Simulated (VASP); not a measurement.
InAs:

```
CELL_PARAMETERS angstrom
0.00000 3.01800 3.01800
3.01800 0.00000 3.01800
3.01800 3.01800 0.00000
ATOMIC_POSITIONS crystal
In 0.00000 0.00000 0.00000
As 0.25000 0.25000 0.25000
```

* Program: VASP 6.6.1
* Task: relaxation of cell and atoms
* Functional: PBEsol
* Potentials or basis: VASP PAW PBE potentials, release 64 (In_d, As)
* Cutoff: 520 eV
* k mesh: 10 × 10 × 10
* Occupations: gaussian, width 0.02 eV
* Spin: no spin polarisation

At the start: pressure 1.6 GPa; volume 27.49 Å³/atom.

**Question.** Where does the relaxation end?

**Answer.** Over 3 steps the energy falls by 3.6 meV/atom and the volume is 28.24 Å³/atom (+2.7 %); space group F-43m (No. 216, to 0.05 Å).

Step by step:
```
step  energy change (eV)  largest force (eV/Å)  pressure (GPa)  volume (Å³)
   1              0.0000                0.0000            1.60        54.98
   2             -0.0057                0.0000           -0.67        57.19
   3             -0.0073                0.0000            0.01        56.47
```

Final structure:
```
In As
1.0
     0.00000    3.04512    3.04512
     3.04512    0.00000    3.04512
     3.04512    3.04512    0.00000
In As
1 1
Direct
  0.00000 0.00000 0.00000
  0.25000 0.25000 0.25000
```

Caveat: the PAW data sets were made with another functional, which shifts forces and pressure a little.
